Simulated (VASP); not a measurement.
These are PBE GGA + U (Dudarev), VASP's PBE PAW potentials (set 64) (plane waves; VASP) values and carry that method's errors.

A VASP calculation is set up with these files.

INCAR:
```
EDIFF  =  1E-6   # SCF stop (eV)
IBRION  =  2   # conjugate gradients
LMAXMIX  =  4   # l cut-off of mixed one-centre charges
LDAU  =  T
SIGMA  =  0.1
LDAUTYPE  =  2
LREAL  =  F
MAGMOM  =  2*3.0 4*0.0
LDAUJ  =  0 0
ALGO  =  Normal   # blocked Davidson
ISPIN  =  2   # spin-polarised
LASPH  =  T   # aspherical one-centre terms
NSW  =  60
LDAUPRINT  =  1
NELM  =  100
LDAUL  =  2 -1
EDIFFG  =  -0.02
LCHARG  =  F
LWAVE  =  F
ISMEAR  =  1   # Methfessel-Paxton
LDAUU  =  3.9 0
ENCUT  =  520
ISIF  =  3
PREC  =  Accurate
GGA  =  PE
SYSTEM  =  MnO2
LORBIT  =  10
```

### POSCAR
```
MnO2
1
    4.4685491578    -0.0000000000     0.0000000000
   -0.0000000000     4.4685491578     0.0000000000
    0.0000000000     0.0000000000     2.9391520192
Mn O
2 4
Direct
  0.0000000000   0.0000000000   0.0000000000
  0.5000000000   0.5000000000   0.5000000000
  0.3056734508   0.3056734508   0.0000000000
  0.8056734508   0.1943265492   0.5000000000
  0.1943265492   0.8056734508   0.5000000000
  0.6943265492   0.6943265492   1.0000000000
```

### KPOINTS
```
K-points
0
gamma
6 6 9
```

POTCAR, in this order: Mn_pv O (PBE.64 set). Program: vasp_std.

The resulting files:

File OSZICAR:
```
       N       E                     dE             d eps       ncg     rms          rms(c)
DAV:   1     0.639212184965E+03    0.63921E+03   -0.28382E+04  6792   0.181E+03
DAV:   2     0.369227625373E+01   -0.63552E+03   -0.58144E+03  7409   0.520E+02
DAV:   3    -0.551685609485E+02   -0.58861E+02   -0.57535E+02  6998   0.169E+02
DAV:   4    -0.565041157346E+02   -0.13356E+01   -0.13317E+01  7111   0.253E+01
DAV:   5    -0.565234548544E+02   -0.19339E-01   -0.19329E-01  7072   0.322E+00    0.408E+01
DAV:   6    -0.478435471704E+02    0.86799E+01   -0.10196E+02  7581   0.109E+02    0.461E+01
DAV:   7    -0.436456092940E+02    0.41979E+01   -0.50128E+01  7016   0.876E+01    0.175E+01
DAV:   8    -0.423736530876E+02    0.12720E+01   -0.45312E+00  6783   0.232E+01    0.761E+00
DAV:   9    -0.423864230765E+02   -0.12770E-01   -0.10043E+00  8173   0.117E+01    0.453E+00
DAV:  10    -0.423632496630E+02    0.23173E-01   -0.40682E-01  7067   0.695E+00    0.210E+00
DAV:  11    -0.423735631358E+02   -0.10313E-01   -0.25757E-02  6735   0.113E+00    0.644E-01
DAV:  12    -0.423755059528E+02   -0.19428E-02   -0.13440E-03  7443   0.326E-01    0.309E-01
DAV:  13    -0.423755591950E+02   -0.53242E-04   -0.11723E-03  7832   0.340E-01    0.118E-01
DAV:  14    -0.423758066069E+02   -0.24741E-03   -0.49114E-04  8038   0.258E-01    0.889E-02
DAV:  15    -0.423758471095E+02   -0.40503E-04   -0.16103E-04  6763   0.845E-02    0.746E-02
DAV:  16    -0.423758306180E+02    0.16491E-04   -0.36615E-05  6967   0.678E-02    0.303E-02
DAV:  17    -0.423758365734E+02   -0.59554E-05   -0.21957E-05  7490   0.506E-02    0.122E-02
DAV:  18    -0.423758368433E+02   -0.26990E-06   -0.33010E-06  4519   0.145E-02
   1 F= -.42375837E+02 E0= -.42375600E+02  d E =-.423758E+02  mag=     6.0771
       N       E                     dE             d eps       ncg     rms          rms(c)
DAV:   1    -0.423786144594E+02   -0.27779E-02   -0.82972E-02  6705   0.262E+00    0.570E-01
DAV:   2    -0.423782794984E+02    0.33496E-03   -0.18941E-02  6720   0.200E+00    0.914E-01
DAV:   3    -0.423760870207E+02    0.21925E-02   -0.45140E-03  7577   0.101E+00    0.123E-01
DAV:   4    -0.423760523542E+02    0.34667E-04   -0.15412E-03  6649   0.213E-01    0.787E-02
DAV:   5    -0.423760151724E+02    0.37182E-04   -0.10775E-04  7449   0.126E-01    0.366E-02
DAV:   6    -0.423760121126E+02    0.30598E-05   -0.84371E-05  6773   0.769E-02    0.194E-02
DAV:   7    -0.423760104875E+02    0.16251E-05   -0.79127E-06  6706   0.205E-02    0.710E-03
DAV:   8    -0.423760103609E+02    0.12661E-06   -0.14491E-06  3326   0.724E-03
   2 F= -.42376010E+02 E0= -.42375781E+02  d E =-.173518E-03  mag=     6.0725
```

File OUTCAR:
```
------------------------ aborting loop because EDIFF is reached ----------------------------------------
  FORCE on cell =-STRESS in cart. coord.  units (eV):
  Direction    XX          YY          ZZ          XY          YZ          ZX
  --------------------------------------------------------------------------------------
  Total        0.0194709      0.0194709      0.1015007      0.0000000      0.0000000      0.0000000
  in kB        0.5325606      0.5325606      2.7762042      0.0000000      0.0000000      0.0000000
  external PRESSURE =       1.2804418 kB  Pullay stress =       0.0000000 kB
  volume of cell :       58.58
      direct lattice vectors                 reciprocal lattice vectors
     4.464195864  0.000000000  0.000000000     0.224004508  0.000000000  0.000000000
     0.000000000  4.464195864  0.000000000     0.000000000  0.224004508  0.000000000
     0.000000000  0.000000000  2.939283742     0.000000000  0.000000000  0.340218940
 POSITION                                       TOTAL-FORCE (eV/Angst)
 -----------------------------------------------------------------------------------
      0.00000      0.00000      0.00000        -0.000000      0.000000      0.000000
      2.23210      2.23210      1.46964        -0.000000      0.000000      0.000000
      1.36554      1.36554      0.00000        -0.001828     -0.001828      0.000000
      3.59764      0.86656      1.46964        -0.001828      0.001828      0.000000
      0.86656      3.59764      1.46964         0.001828     -0.001828      0.000000
      3.09866      3.09866      0.00000         0.001828      0.001828      0.000000
 -----------------------------------------------------------------------------------
    total drift:                               -0.000000      0.000000     -0.000000
  FREE ENERGIE OF THE ION-ELECTRON SYSTEM (eV)
  ---------------------------------------------------
  free  energy   TOTEN  =       -42.3760103609 eV

  energy  without entropy=      -42.3753211461  energy(sigma->0) =      -42.37578062

 total charge

# of ion       s       p       d       tot
------------------------------------------
    1        0.338   6.430   4.782  11.549
    2        0.338   6.430   4.782  11.549
    3        1.568   3.453   0.000   5.020
    4        1.568   3.453   0.000   5.020
    5        1.568   3.453   0.000   5.020
    6        1.568   3.453   0.000   5.020
--------------------------------------------------
tot          6.946  26.670   9.563  43.179

 magnetization (x)

# of ion       s       p       d       tot
------------------------------------------
    1        0.020   0.029   3.074   3.123
    2        0.020   0.029   3.074   3.123
    3       -0.002  -0.068   0.000  -0.070
    4       -0.002  -0.068   0.000  -0.070
    5       -0.002  -0.068   0.000  -0.070
    6       -0.002  -0.068   0.000  -0.070
--------------------------------------------------
tot          0.033  -0.214   6.147   5.966

 reached required accuracy - stopping structural energy minimisation
```
(Selected blocks of OUTCAR.)

File CONTCAR:
```
MnO2
   1.00000000000000
     4.4641958640374124    0.0000000000000000    0.0000000000000000
     0.0000000000000000    4.4641958640374124    0.0000000000000000
     0.0000000000000000    0.0000000000000000    2.9392837421014422
  Mn              O
     2     4
Direct
     0.0000000000000000    0.0000000000000000    0.0000000000000000
     0.5000000000000000    0.5000000000000000    0.5000000000000000
     0.3058865748488201    0.3058865748488201    0.0000000000000000
     0.8058865748488202    0.1941134251511799    0.5000000000000000
     0.1941134251511799    0.8058865748488202    0.5000000000000000
     0.6941134251511798    0.6941134251511798    0.0000000000000000
```

### OUTCAR
```
 val. band max:        4.3794704265   @ k =   0.1667   0.0000   0.1111

 cond. band min:       4.4220702729   @ k =   0.5000   0.0000   0.4444


 Fermi energy:         4.3794910179

 spin component 1

 k-point     1 :       0.0000    0.0000    0.0000
  band No.  band energies     occupation
      1     -46.4413      1.00000
      2     -46.4354      1.00000
      3     -46.4101      1.00000
      4     -46.4101      1.00000
      5     -46.3586      1.00000
      6     -46.3586      1.00000
      7     -14.6520      1.00000
      8     -12.9426      1.00000
      9     -12.5286      1.00000
     10     -12.5286      1.00000
     11      -3.3276      1.00000
     12      -2.7501      1.00000
     13      -2.3388      1.00000
     14      -1.1839      1.00000
     15      -1.1839      1.00000
     16      -0.0438      1.00000
     17       0.2671      1.00000
     18       0.2671      1.00000
     19       0.3876      1.00000
     20       0.9840      1.00000
     21       1.1688      1.00000
     22       1.1688      1.00000
     23       1.5814      1.00000
     24       3.2923      1.00000
     25       3.3902      1.00000
     26       3.8791      1.00000
     27       3.9429      1.00000
     28       3.9429      1.00000
     29       4.4536      0.02664
     30       7.0954      0.00000
     31       7.0954      0.00000
     32       7.5724      0.00000
     33      12.0507      0.00000

 k-point     2 :       0.1667    0.0000    0.0000
  band No.  band energies     occupation
      1     -46.4409      1.00000
      2     -46.4358      1.00000
      3     -46.4097      1.00000
      4     -46.4097      1.00000
      5     -46.3591      1.00000
      6     -46.3591      1.00000
      7     -14.5516      1.00000
      8     -13.0545      1.00000
      9     -12.5613      1.00000
     10     -12.5365      1.00000
     11      -3.1680      1.00000
     12      -2.6863      1.00000
     13      -2.1853      1.00000
...
```

The moments were started parallel, and other spin orders were not tried in this run.

The compound is MnO2 in the rutile structure. This run relaxes it. Symmetry was kept, so distortions that lower it aren't found. The start is the result of an earlier pass. A gapless solution with U can be a metastable orbital state.
